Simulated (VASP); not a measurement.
# ScIr3C (Pm-3m) in VASP: further runs

One crystal, ScIr3C, is run at these levels: PBE; tasks: single point.

All numbers are computed with VASP 6.6.1; they aren't measurements. Logs are shortened: lines on timing, memory, paths and dates and some standing lists are left out, and cuts for length are marked.

### Step 1. The structure

It takes space group Pm-3m (No. 221, cubic). The conventional cell has a = 4.685 Å, b = 4.685 Å, c = 4.685 Å, α = 90.00°, β = 90.00°, γ = 90.00°. Around Sc (site symmetry m-3m) lie 6 Ir at 2.34 Å. Around Ir (site symmetry 4/mmm) lie 2 Sc at 2.34 Å. C (site symmetry m-3m) has 12 Ir at 3.31 Å as nearest neighbours.

The cell comes from a database or a generator and needn't be the stable form of this composition.

### Step 2. Single point, PBE

INCAR reads:

```
SYSTEM = ScIr3C
PREC = Accurate
ENCUT = 520
EDIFF = 1E-7
ISMEAR = -1
SIGMA = 0.1
LREAL = .FALSE.
LASPH = .TRUE.
NELM = 100
ALGO = Fast
ISIF = 2
LWAVE = .FALSE.
LCHARG = .FALSE.
GGA = PE
NBANDS = 29
```

KPOINTS reads:

```
Automatic mesh
0
G
  2 2 2
  0 0 0
```

POSCAR reads:

```
ScIr3C
1.0
    4.6851360000      0.0000000000      0.0000000000
    0.0000000000      4.6851360000      0.0000000000
    0.0000000000      0.0000000000      4.6851360000
Sc Ir C
1 3 1
Direct
    0.0000000000      0.0000000000      0.0000000000
    0.5000000000      0.0000000000      0.0000000000
    0.0000000000      0.5000000000      0.0000000000
    0.0000000000      0.0000000000      0.5000000000
    0.5000000000      0.5000000000      0.5000000000
```

Potentials or basis: VASP PAW PBE potentials, release 64 (Sc_sv, Ir, C).

On the command line:

```
$ cat potpaw_PBE.64/Sc_sv/POTCAR potpaw_PBE.64/Ir/POTCAR potpaw_PBE.64/C/POTCAR > POTCAR
$ mpirun -np 1 vasp_std > vasp.out
```

OUTCAR:

```text
SYSTEM = ScIr3C
   PREC = Accurate
   ENCUT = 520
   EDIFF = 1E-7
   ISMEAR = -1
   LREAL = .FALSE.
   LASPH = .TRUE.
   NELM = 100
   ISIF = 2
   GGA = PE

 ion  position               nearest neighbor table
   1  0.000  0.000  0.000-   2 2.34   3 2.34   4 2.34   4 2.34   3 2.34   2 2.34
   2  0.500  0.000  0.000-   1 2.34   1 2.34   4 3.31   4 3.31   3 3.31   3 3.31   3 3.31   4 3.31
                             4 3.31   3 3.31
   3  0.000  0.500  0.000-   1 2.34   1 2.34   4 3.31   4 3.31   2 3.31   2 3.31   4 3.31   4 3.31
                             2 3.31   2 3.31
   4  0.000  0.000  0.500-   1 2.34   1 2.34   3 3.31   2 3.31   2 3.31   3 3.31   3 3.31   3 3.31
                             2 3.31   2 3.31
   5  0.500  0.500  0.500-

  LATTYP: Found a simple cubic cell.
 ALAT       =     4.6851360000

  Lattice vectors:

 A1 = (   4.6851360000,   0.0000000000,   0.0000000000)
 A2 = (   0.0000000000,   4.6851360000,   0.0000000000)
 A3 = (   0.0000000000,   0.0000000000,   4.6851360000)

Analysis of symmetry for initial positions (statically):
=====================================================================
 Subroutine PRICEL returns:
 Original cell was already a primitive cell.

 Routine SETGRP: Setting up the symmetry group for a
 simple cubic supercell.

 Subroutine GETGRP returns: Found 48 space group operations
 (whereof 48 operations were pure point group operations)
 out of a pool of 48 trial point group operations.

The static configuration has the point symmetry O_h .

Analysis of symmetry for dynamics (positions and initial velocities):
=====================================================================
 Subroutine PRICEL returns:
 Original cell was already a primitive cell.

 Routine SETGRP: Setting up the symmetry group for a
 simple cubic supercell.

 Subroutine GETGRP returns: Found 48 space group operations
 (whereof 48 operations were pure point group operations)
 out of a pool of 48 trial point group operations.

The dynamic configuration has the point symmetry O_h .

 Subroutine INISYM returns: Found 48 space group operations
 (whereof 48 operations are pure point group operations),
 and found     1 'primitive' translations

----------------------------------------------------------------------------------------

                                     Primitive cell

  volume of cell :     102.8411
[... 74 lines left out ...]
   EDIFF  = 0.1E-06   stopping-criterion for ELM
   LREAL  =      F    real-space projection
   EDIFFG = 0.1E-05   stopping-criterion for IOM
   NSW    =      0    number of steps for IOM
   IBRION =     -1    ionic relax: 0-MD 1-quasi-New 2-CG
   NFREE  =      0    steps in history (QN), initial steepest desc. (CG)
   ISIF   =      2    stress and relaxation
   ISYM   =      2    0-nonsym 1-usesym 2-fastsym
   POTIM  = 0.5000    time-step for ionic-motion
   TEBEG  =    0.0;   TEEND  =   0.0 temperature during run
   PSTRESS=    0.0 pullay stress
   NELECT =      42.0000    total number of electrons
   NUPDOWN=      -1.0000    fix difference up-down
   EMIN   =  10.00;   EMAX   =-10.00  energy-range for DOS
   EFERMI =   0.00;   METHOD = LEGACY
   ISMEAR =    -1;   SIGMA  =   0.10  broadening in eV -4-tet -1-fermi 0-gaus
   EFERMI_NEDOS =   21; number of points for ismear=-14 and -15
   IALGO  =     68    algorithm
   IMIX   =      4    mixing-type and parameters
     AMIX     =   0.40;   BMIX     =  1.00
     AMIX_MAG =   1.60;   BMIX_MAG =  1.00
  volume/ion in A,a.u.               =      20.57       138.80
  Fermi-wavevector in a.u.,A,eV,Ry     =   1.214607  2.295274 20.072264  1.475270
  Thomas-Fermi vector in A             =   2.350021
   LORBIT       =      0    0 simple, 1 ext, 2 COOP (PROOUT), +10 PAW based schemes
   GGA     = PE    functional components
   LHFCALC =     F    Hartree Fock is set to
   AEXX    =    0.0000 exact exchange contribution
   IVDW    =     0    specifies the selected vdW correction
   LEPSILON=     F    determine dielectric tensor
   LRPA    =     F    only Hartree local field effects (RPA)
 non-spin polarized calculation
 RMM-DIIS sequential band-by-band and
  energy-cutoff  :      520.00
  volume of cell :      102.84
 maximum number of plane-waves:      2800
 NGX is ok and might be reduce to    36
   NGX = 17   NGY = 17   NGZ = 17

 number of electron      41.9999986 magnetization

 Free energy of the ion-electron system (eV)
  ---------------------------------------------------
  ext. energy  EPLUGINS =         0.00000000
  ---------------------------------------------------
  free energy    TOTEN  =       -27.03321268 eV

  energy without entropy =      -26.82016295  energy(sigma->0) =      -26.92668782

 E-fermi :   3.0396     XC(G=0): -10.6720

 val. band max:        2.8347697253   @ k =   0.5000   0.5000   0.0000
 cond. band min:       3.1035671835   @ k =   0.0000   0.0000   0.0000
 fundamental gap:      0.2687974583
 Fermi energy:         3.0396355421

 k-point     1 :       0.0000    0.0000    0.0000
  band No.  band energies     occupation
      1     -44.8078      2.00000
      2     -23.6156      2.00000
      3     -23.6156      2.00000
      4     -23.6156      2.00000
      5      -5.6244      2.00000
      6      -1.6720      2.00000
[... 117 lines left out ...]
     28       5.1831      0.00000
     29       5.1846      0.00000

------------------------ aborting loop because EDIFF is reached ----------------------------------------

  FORCE on cell =-STRESS in cart. coord.  units (eV):
  Direction    XX          YY          ZZ          XY          YZ          ZX
  --------------------------------------------------------------------------------------
  -------------------------------------------------------------------------------------
  Total        0.1928953      0.1928953      0.1928953     -0.0000000     -0.0000000      0.0000000
  in kB        3.0051457      3.0051457      3.0051457     -0.0000000     -0.0000000      0.0000000
  external PRESSURE =       3.0051457 kB  Pullay stress =       0.0000000 kB

 VOLUME and BASIS-vectors are now :
 -----------------------------------------------------------------------------
  energy-cutoff  :      520.00
  volume of cell :      102.84
      direct lattice vectors                 reciprocal lattice vectors
     4.685136000  0.000000000  0.000000000     0.213440976  0.000000000  0.000000000
     0.000000000  4.685136000  0.000000000     0.000000000  0.213440976  0.000000000
     0.000000000  0.000000000  4.685136000     0.000000000  0.000000000  0.213440976

 POSITION                                       TOTAL-FORCE (eV/Angst)
 -----------------------------------------------------------------------------------
      0.00000      0.00000      0.00000         0.000000      0.000000      0.000000
      2.34257      0.00000      0.00000         0.000000      0.000000      0.000000
      0.00000      2.34257      0.00000         0.000000      0.000000      0.000000
      0.00000      0.00000      2.34257         0.000000      0.000000      0.000000
      2.34257      2.34257      2.34257         0.000000      0.000000      0.000000
 -----------------------------------------------------------------------------------
    total drift:                                0.000000      0.000000     -0.000000

  FREE ENERGIE OF THE ION-ELECTRON SYSTEM (eV)
  ---------------------------------------------------
  free  energy   TOTEN  =       -27.0332126792 eV

  energy  without entropy=      -26.8201629509  energy(sigma->0) =      -26.92668782
```

OSZICAR:

```text
N       E                     dE             d eps       ncg     rms          rms(c)
DAV:   1     0.428216685329E+03    0.42822E+03   -0.17854E+04   232   0.140E+03
DAV:   2     0.119557993755E+02   -0.41626E+03   -0.40193E+03   232   0.436E+02
DAV:   3    -0.252463292033E+02   -0.37202E+02   -0.34711E+02   368   0.124E+02
[... 23 lines left out ...]
RMM:  27    -0.270332120904E+02   -0.22280E-06   -0.22509E-06   137   0.799E-04    0.579E-04
RMM:  28    -0.270332123249E+02   -0.23446E-06   -0.23613E-06   126   0.731E-04    0.447E-04
RMM:  29    -0.270332124572E+02   -0.13238E-06   -0.13388E-06   115   0.706E-04    0.557E-04
RMM:  30    -0.270332125996E+02   -0.14236E-06   -0.14282E-06   111   0.628E-04    0.445E-04
RMM:  31    -0.270332126792E+02   -0.79620E-07   -0.80646E-07   109   0.642E-04
   1 F= -.27033213E+02 E0= -.26926688E+02  d E =-.213050E+00
```

stdout:

```text
POSCAR found type information on POSCAR ScIrC
 POSCAR found :  3 types and       5 ions
 scaLAPACK will be used
 LDA part: xc-table for (Slater+PW92), standard interpolation
 POSCAR, INCAR and KPOINTS ok, starting setup
 FFT: planning ... GRIDC
 FFT: planning ... GRID_SOFT
 FFT: planning ... GRID
 WAVECAR not read
 entering main loop
```

Wall time 29 s (1 thread of Intel Xeon Platinum 8488C (Sapphire Rapids), shared host); peak memory 0.2 GiB.

Results:

- Free energy: -27.0332 eV
- Pressure: 0.3 GPa
- Band gap on the k mesh: none (metal or under the smearing width)

Levels at points of the mesh, in eV from the Fermi level:
```tsv
k point	band 17	band 18	band 19	band 20	band 21	band 22	band 23	band 24
(0.00, 0.00, 0.00)	-0.63	-0.25	-0.25	-0.25	0.06	0.06	0.06	0.42
(0.50, 0.00, 0.00)	-1.10	-1.06	-1.06	-0.82	-0.45	0.06	1.13	1.13
(0.50, 0.50, 0.00)	-1.03	-1.03	-0.93	-0.85	-0.20	0.43	0.43	1.17
(0.50, 0.50, 0.50)	-1.03	-1.03	-0.25	-0.25	0.14	0.14	0.14	1.27
```

Caveat: the k mesh is coarse (spacing up to 0.67 Å⁻¹), so the values aren't converged. The run has no spin-orbit coupling, so splittings on Ir are missing.

(Continued in part 2 of 2.)
